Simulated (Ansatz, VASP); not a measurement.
# Cross-check of AlNi between VASP and Ansatz, part 2 of 2

Aim: how closely do two programs agree when they are given the same cell, functional and k mesh? The cell is taken from a series of runs on this material, whose earlier steps may have relaxed, scaled, displaced or heated it; both programs get it as it stands.

VASP 6.6.1 and Ansatz 0.2.0.

So far: The starting structure; Ansatz: zone-centre phonons, LDA.

## Step 3: VASP: zone-centre phonons, LDA

Level of this step: LDA, no spin polarisation; plane waves and PAW (Al, Ni) (VASP).

The same cell, functional (in two slightly different forms), mesh and smearing now go to VASP, with its own data sets.

Lines of VASP's logs that name or quote its potential files are left out, and so is its time.

INCAR reads:

```
SYSTEM = AlNi
PREC = Accurate
ENCUT = 600
EDIFF = 1E-08
NELM = 120
ISMEAR = 1
SIGMA = 0.2
LREAL = .FALSE.
ALGO = Normal
GGA = PW92
NBANDS = 12
LASPH = .TRUE.
LORBIT = 11
LWAVE = .FALSE.
LCHARG = .FALSE.
ISIF = 2
IBRION = 8
GGA_COMPAT = .FALSE.
KPAR = 2
```

POSCAR reads:

```
AlNi
1.0
    2.8424516266      0.0000000000      0.0000000000
    0.0000000000      2.8424516266      0.0000000000
    0.0000000000      0.0000000000      2.8035974506
Al Ni
1 1
Direct
    0.0000000000      0.0000000000      0.0000000000
    0.5000000000      0.5000000000      0.5000000000
```

KPOINTS reads:

```
Automatic mesh
0
Gamma
16 16 16
0 0 0
```

Potentials, in the order of the species: Al and Ni (LDA family, release 64).

Launch:

```console
$ mpirun -np 2 vasp_std
```

Numbers of over 12 decimals in the logs are rounded to 6 here.

The program printed:

```text
[banner, memory and clock lines left out]
running    2 mpi-ranks, on    1 nodes
 distrk:  each k-point on    1 cores,    2 groups
 distr:  one band on    1 cores,    1 groups

 POSCAR found type information on POSCAR AlNi
 POSCAR found :  2 types and       2 ions
|                                                                             |
|               ----> ADVICE to this user running VASP <----                  |
|                                                                             |
|     You enforced a specific xc type in the INCAR file but a different       |
|     [... a line on the potential file left out ...]
|     I HOPE YOU KNOW WHAT YOU ARE DOING!                                     |
|                                                                             |

 LDA part: xc-table for (Slater(with rela. corr.)+PW92), standard interpolation
 POSCAR, INCAR and KPOINTS ok, starting setup
 FFT: planning ... GRIDC
 FFT: planning ... GRID_SOFT
 FFT: planning ... GRID
 WAVECAR not read
 entering main loop
       N       E                     dE             d eps       ncg     rms          rms(c)
DAV:   1     0.435885811761E+02    0.43589E+02   -0.62407E+03  9856   0.131E+03
DAV:   2    -0.118256494597E+02   -0.55414E+02   -0.51198E+02  9896   0.210E+02
DAV:   3    -0.135951262264E+02   -0.17695E+01   -0.17464E+01 11788   0.436E+01
DAV:   4    -0.136186806549E+02   -0.23554E-01   -0.23546E-01 10828   0.452E+00
DAV:   5    -0.136192753940E+02   -0.59474E-03   -0.59472E-03 11720   0.799E-01    0.120E+01
DAV:   6    -0.150919725203E+02   -0.14727E+01   -0.43996E+01 10784   0.109E+02    0.142E+01
DAV:   7    -0.122168562568E+02    0.28751E+01   -0.13305E+01 10868   0.653E+01    0.102E+00
DAV:   8    -0.122032887887E+02    0.13567E-01   -0.26159E-01 11764   0.578E+00    0.103E+00
DAV:   9    -0.121875480665E+02    0.15741E-01   -0.46241E-02 11788   0.323E+00    0.164E-01
DAV:  10    -0.121872038872E+02    0.34418E-03   -0.10211E-03 11768   0.470E-01    0.808E-02
DAV:  11    -0.121872048337E+02   -0.94644E-06   -0.31326E-05 11440   0.503E-02    0.235E-02
DAV:  12    -0.121872042587E+02    0.57494E-06   -0.33817E-06 12344   0.315E-02    0.413E-03
DAV:  13    -0.121872041001E+02    0.15859E-06   -0.53444E-07 14684   0.713E-03    0.165E-03
DAV:  14    -0.121872041024E+02   -0.22558E-08   -0.22752E-08  7072   0.172E-03
   1 F= -.12187204E+02 E0= -.12187446E+02  d E =0.726444E-03
 Linear response reoptimize wavefunctions to high precision
DAV:   1    -0.121872041016E+02    0.81877E-09   -0.12453E-08 11412   0.188E-03
DAV:   2    -0.121872041016E+02   -0.17053E-10   -0.11994E-10  5568   0.105E-04
 Linear response DOF=           4
 Linear response progress:
  Degree of freedom:   1/  4
       N       E                     dE             d eps       ncg     rms          rms(c)
RMM:   1    -0.591756951935E-02   -0.59176E-02    0.28151E-03 38694   0.667E-01
RMM:   2    -0.559559739811E-02    0.32197E-03   -0.38835E-05 25821   0.238E-01    0.619E-02
RMM:   3    -0.557959554877E-02    0.16002E-04   -0.11356E-04 28511   0.869E-02    0.304E-02
RMM:   4    -0.564671237218E-02   -0.67117E-04   -0.45959E-05 28260   0.528E-02    0.591E-03
RMM:   5    -0.565101189374E-02   -0.42995E-05   -0.36946E-06 29032   0.125E-02    0.162E-03
RMM:   6    -0.565023377109E-02    0.77812E-06   -0.15672E-07 28815   0.297E-03    0.790E-04
RMM:   7    -0.565028716984E-02   -0.53399E-07   -0.13496E-08 27175   0.128E-03    0.621E-04
RMM:   8    -0.565045185730E-02   -0.16469E-06   -0.28774E-09 30598   0.384E-04    0.218E-04
RMM:   9    -0.565046658972E-02   -0.14732E-07   -0.23760E-10 30348   0.122E-04    0.173E-05
RMM:  10    -0.565045072327E-02    0.15866E-07    0.39965E-11 31468   0.364E-05    0.591E-06
RMM:  11    -0.565044803185E-02    0.26914E-08   -0.34004E-11 30394   0.128E-05    0.140E-06
 first order change of Fermi-energy   0.37342E-04
 force on displaced ion       1 direction 1 :  -6.581   0.000   0.000
 Linear response progress:
  Degree of freedom:   2/  4
       N       E                     dE             d eps       ncg     rms          rms(c)
RMM:   1    -0.564765309496E-02   -0.56477E-02    0.18572E-03 21344   0.641E-01
RMM:   2    -0.535920627906E-02    0.28845E-03   -0.81042E-05 14435   0.225E-01    0.595E-02
RMM:   3    -0.534415478437E-02    0.15051E-04   -0.99311E-05 15821   0.813E-02    0.297E-02
RMM:   4    -0.540908278985E-02   -0.64928E-04   -0.42666E-05 15705   0.506E-02    0.570E-03
RMM:   5    -0.541297502499E-02   -0.38922E-05   -0.35076E-06 16072   0.119E-02    0.169E-03
RMM:   6    -0.541257641421E-02    0.39861E-06   -0.32723E-07 15532   0.309E-03    0.823E-04
RMM:   7    -0.541260240503E-02   -0.25991E-07   -0.13966E-08 14829   0.149E-03    0.572E-04
RMM:   8    -0.541275325305E-02   -0.15085E-06   -0.16558E-09 16931   0.432E-04    0.222E-04
RMM:   9    -0.541280859507E-02   -0.55342E-07   -0.65623E-10 16905   0.125E-04    0.900E-06
RMM:  10    -0.541278902692E-02    0.19568E-07    0.31498E-13 17027   0.379E-05    0.946E-06
RMM:  11    -0.541278988056E-02   -0.85364E-09   -0.15360E-10 16911   0.141E-05    0.876E-07
 first order change of Fermi-energy  -0.12540E-03
 force on displaced ion       1 direction 3 :  -0.000   0.000  -6.539
 Linear response progress:
  Degree of freedom:   3/  4
       N       E                     dE             d eps       ncg     rms          rms(c)
RMM:   1    -0.188072353315E+00   -0.18807E+00   -0.99971E-02 25707   0.270E+00
RMM:   2    -0.186623676054E+00    0.14487E-02   -0.17891E-03 25879   0.525E-01    0.131E-01
RMM:   3    -0.186632002007E+00   -0.83260E-05   -0.14412E-04 27820   0.103E-01    0.771E-02
RMM:   4    -0.187038657532E+00   -0.40666E-03   -0.17816E-04 29899   0.104E-01    0.523E-03
RMM:   5    -0.187020085765E+00    0.18572E-04   -0.34519E-06 30456   0.196E-02    0.320E-03
RMM:   6    -0.187016321979E+00    0.37638E-05   -0.23093E-07 28078   0.576E-03    0.224E-03
RMM:   7    -0.187009304830E+00    0.70171E-05   -0.97296E-08 29704   0.356E-03    0.467E-04
RMM:   8    -0.187005471120E+00    0.38337E-05   -0.81383E-09 31529   0.811E-04    0.919E-05
RMM:   9    -0.187004979565E+00    0.49155E-06   -0.13801E-09 31560   0.216E-04    0.204E-05
RMM:  10    -0.187004793813E+00    0.18575E-06   -0.70980E-10 32332   0.688E-05    0.102E-05
RMM:  11    -0.187004829249E+00   -0.35436E-07   -0.70926E-10 31765   0.391E-05    0.177E-06
RMM:  12    -0.187004827655E+00    0.15940E-08   -0.66863E-10 32460   0.268E-05    0.618E-07
 first order change of Fermi-energy   0.67420E-03
 force on displaced ion       2 direction 1 :  -6.582   0.000   0.000
 Linear response progress:
  Degree of freedom:   4/  4
       N       E                     dE             d eps       ncg     rms          rms(c)
RMM:   1    -0.187481933956E+00   -0.18748E+00   -0.99262E-02 14311   0.270E+00
RMM:   2    -0.186130107935E+00    0.13518E-02   -0.18214E-03 14389   0.522E-01    0.130E-01
RMM:   3    -0.186118495790E+00    0.11612E-04   -0.13869E-04 15443   0.102E-01    0.766E-02
RMM:   4    -0.186505222711E+00   -0.38673E-03   -0.18604E-04 16522   0.106E-01    0.579E-03
RMM:   5    -0.186489706896E+00    0.15516E-04   -0.37882E-06 16703   0.220E-02    0.455E-03
RMM:   6    -0.186483678371E+00    0.60285E-05   -0.42529E-07 14919   0.798E-03    0.254E-03
RMM:   7    -0.186474110540E+00    0.95678E-05   -0.11760E-07 17159   0.301E-03    0.385E-04
RMM:   8    -0.186470969410E+00    0.31411E-05   -0.34280E-09 17469   0.700E-04    0.880E-05
RMM:   9    -0.186470391064E+00    0.57835E-06   -0.15952E-09 16595   0.231E-04    0.312E-05
RMM:  10    -0.186470190015E+00    0.20105E-06   -0.59427E-10 17041   0.101E-04    0.109E-05
RMM:  11    -0.186470242594E+00   -0.52579E-07   -0.68353E-10 17556   0.439E-05    0.204E-06
RMM:  12    -0.186470251986E+00   -0.93921E-08   -0.82563E-10 17997   0.267E-05    0.111E-06
 first order change of Fermi-energy   0.25514E-02
 force on displaced ion       2 direction 3 :   0.000   0.000  -6.524
 Linear response finished
```

From OUTCAR (step 3):

```text
ion  position               nearest neighbor table
   1  0.000  0.000  0.000-   2 2.45   2 2.45   2 2.45   2 2.45   2 2.45   2 2.45   2 2.45   2 2.45

  LATTYP: Found a simple tetragonal cell.
 ALAT       =     2.8424516266
 C/A-ratio  =     0.9863307521

 Subroutine GETGRP returns: Found 16 space group operations
 (whereof 16 operations were pure point group operations)

The static configuration has the point symmetry D_4h.

 Found    405 irreducible k-points:

   k-points           NKPTS =    405   k-points in BZ     NKDIM =    405   number of bands    NBANDS=     12

   dimension x,y,z NGX =    24 NGY =   24 NGZ =   24
   dimension x,y,z NGXF=    48 NGYF=   48 NGZF=   48

   ENCUT  =  600.0 eV  44.10 Ry    6.64 a.u.   5.68  5.68  5.60*2*pi/ulx,y,z

   NELECT =      13.0000    total number of electrons

 k-points in reciprocal lattice and weights: Automatic mesh
   0.00000000  0.00000000  0.00000000       0.000
   0.06250000  0.00000000  0.00000000       0.001
   0.12500000  0.00000000  0.00000000       0.001
   0.18750000  0.00000000  0.00000000       0.001
   0.25000000  0.00000000  0.00000000       0.001
   0.31250000  0.00000000  0.00000000       0.001
   0.37500000  0.00000000  0.00000000       0.001
   0.43750000  0.00000000  0.00000000       0.001
   0.50000000  0.00000000  0.00000000       0.000
[...]
0.50000000  0.43750000  0.50000000       0.001
   0.50000000  0.50000000  0.50000000       0.000

 average (electrostatic) potential at core
       1 -67.6048       2 -80.9192

  Total        0.0267371      0.0267371      0.2489084      0.0000000      0.0000000      0.0000000
  in kB        1.8911408      1.8911408     17.6055002      0.0000000      0.0000000      0.0000000
  external PRESSURE =       7.1292606 kB  Pullay stress =       0.0000000 kB

  energy-cutoff  :      600.00
  volume of cell :       22.65
      direct lattice vectors                 reciprocal lattice vectors
     2.842451627  0.000000000  0.000000000     0.351808977  0.000000000  0.000000000
     0.000000000  2.842451627  0.000000000     0.000000000  0.351808977  0.000000000
     0.000000000  0.000000000  2.803597451     0.000000000  0.000000000  0.356684587

 POSITION                                       TOTAL-FORCE (eV/Angst)
 -----------------------------------------------------------------------------------
      0.00000      0.00000      0.00000         0.000000      0.000000      0.000000
      1.42123      1.42123      1.40180         0.000000      0.000000      0.000000
 -----------------------------------------------------------------------------------
    total drift:                                0.000000      0.000000     -0.000000

 Eigenvectors and eigenvalues of the dynamical matrix
 ----------------------------------------------------

   1 f  =    9.328637 THz    58.613553 2PiTHz  311.169826 cm-1    38.580124 meV
             X         Y         Z           dx          dy          dz
      0.000000  0.000000  0.000000     0.827674   -0.000000    0.000000
      1.421226  1.421226  1.401799    -0.561210    0.000000   -0.000000

   2 f  =    9.328637 THz    58.613553 2PiTHz  311.169826 cm-1    38.580124 meV
             X         Y         Z           dx          dy          dz
      0.000000  0.000000  0.000000     0.000000    0.827674   -0.000000
      1.421226  1.421226  1.401799    -0.000000   -0.561210    0.000000

   3 f  =    9.294789 THz    58.400885 2PiTHz  310.040805 cm-1    38.440143 meV
             X         Y         Z           dx          dy          dz
      0.000000  0.000000  0.000000    -0.000000    0.000000    0.827984
      1.421226  1.421226  1.401799    -0.000000   -0.000000   -0.560751

   4 f/i=    0.000191 THz     0.001202 2PiTHz    0.006382 cm-1     0.000791 meV
             X         Y         Z           dx          dy          dz
      0.000000  0.000000  0.000000    -0.037092   -0.559983   -0.000000
      1.421226  1.421226  1.401799    -0.054703   -0.825864   -0.000000

   5 f/i=    0.000191 THz     0.001202 2PiTHz    0.006382 cm-1     0.000791 meV
             X         Y         Z           dx          dy          dz
      0.000000  0.000000  0.000000     0.559983   -0.037092   -0.000000
      1.421226  1.421226  1.401799     0.825864   -0.054703   -0.000000

   6 f/i=    0.004961 THz     0.031169 2PiTHz    0.165471 cm-1     0.020516 meV
             X         Y         Z           dx          dy          dz
      0.000000  0.000000  0.000000     0.000000   -0.000000    0.560751
      1.421226  1.421226  1.401799     0.000000   -0.000000    0.827984

 ELASTIC MODULI CONTR FROM IONIC RELAXATION (kBar)
 Direction    XX          YY          ZZ          XY          YZ          ZX
 --------------------------------------------------------------------------------
 XX           0.0000      0.0000      0.0000      0.0000      0.0000      0.0000
 YY           0.0000      0.0000      0.0000      0.0000      0.0000      0.0000
 ZZ           0.0000      0.0000      0.0000      0.0000      0.0000      0.0000
 XY           0.0000      0.0000      0.0000      0.0000      0.0000      0.0000
 YZ           0.0000      0.0000      0.0000      0.0000      0.0000      0.0000
 ZX           0.0000      0.0000      0.0000      0.0000      0.0000      0.0000
 --------------------------------------------------------------------------------
```

This run has no spin polarisation, so a moment on Ni, if there is one, isn't seen. Its electron count is odd, so without a moment it is a metal by construction.

## Step 4: Side by side

Known differences besides the potentials themselves: the data sets hold 21 valence electrons in Ansatz (on its PAW soft_1 files) and 13 in VASP; the cutoff is 420 eV in Ansatz and 600 eV in VASP; VASP's log shows a relativistic correction to its local exchange, Ansatz's none. Total energies have different zeros and are not compared.

Both answers:

| quantity | Ansatz | VASP | difference |
| --- | --- | --- | --- |
| optical mode 1 (cm⁻¹) | 308.2 | 310.0 | -0.60 % |
| optical mode 2 to 3 (cm⁻¹) | 309.1 | 311.2 | -0.66 % |

Modes are paired by rising frequency, not by their patterns, so a pair may set unlike modes beside each other; they are those without the splitting of longitudinal modes.

## Step 5: What came out

| Property | Result |
| --- | --- |
| r.m.s. difference of the optical zone-centre modes, each program's sorted by frequency (zone-centre phonons, LDA) | 2.0 cm⁻¹ |
| difference in optical mode 2 to 3 (zone-centre phonons, LDA) | -0.7 % |

What this shows: The r.m.s. difference of the optical zone-centre modes, each program's sorted by frequency is 2.0 cm⁻¹ (zone-centre phonons, LDA). The data sets hold unlike numbers of valence electrons (21 in Ansatz and 13 in VASP), so part of the differences may come from the potentials. Among the rows given in per cent, the largest difference of the zone-centre phonons, LDA pair is in optical mode 2 to 3, -0.7 %. How closely two codes agree says nothing of how well the functional describes the real material.

[Lines on the potential files, build, host, timing and source positions are cut from VASP's logs without a mark.]

[Logs are printed without paths, hosts, clocks, repeated set-up lines and the standing remarks that a program may print on its own settings, such as how far it seeks lower states.]

[Hosts, paths, dates, database ids (printed as entryN), source tags and the programs' standing remarks are cut or masked in the printed files.]
